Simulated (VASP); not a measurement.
Ge24H8Br, 66 atoms in the cell. The cell holds a slab with vacuum, 66 atoms: a = 11.316 Å, b = 11.316 Å, c = 23.742 Å, α = 90.00°, β = 90.00°, γ = 90.00°. The cell was built by a generator and needn't be a form met in nature.

- Program: VASP 6.6.1
- Task: single point
- Functional: RPBE
- Dispersion: D3(BJ)
- Potentials or basis: VASP PAW PBE potentials, release 64 (Ge_d, H, Br)
- Cutoff: 400 eV
- k mesh: 1 × 1 × 1
- Occupations: gaussian, width 0.05 eV
- Spin: no spin polarisation
- Further INCAR settings: LREAL = Auto; ALGO = Normal; EDIFF = 1e-07; ISYM = 0

Potentials or basis: VASP PAW PBE potentials, release 64 (Ge_d, H, Br).

The run is started by

```sh
$ cat potpaw_PBE.64/Ge_d/POTCAR potpaw_PBE.64/H/POTCAR potpaw_PBE.64/Br/POTCAR > POTCAR
$ mpirun -np 8 vasp_gam > vasp.out
```

Hardware: 8 MPI ranks on AMD EPYC 9R45 (Zen 5), on a shared host.

Question: Estimate the wall time of this run.

Answer: Wall time 3.6 min on 8 MPI ranks on AMD EPYC 9R45 (Zen 5), on a shared host, peak memory 0.41 GiB a rank. Counts: scf iterations 34, k points 1.
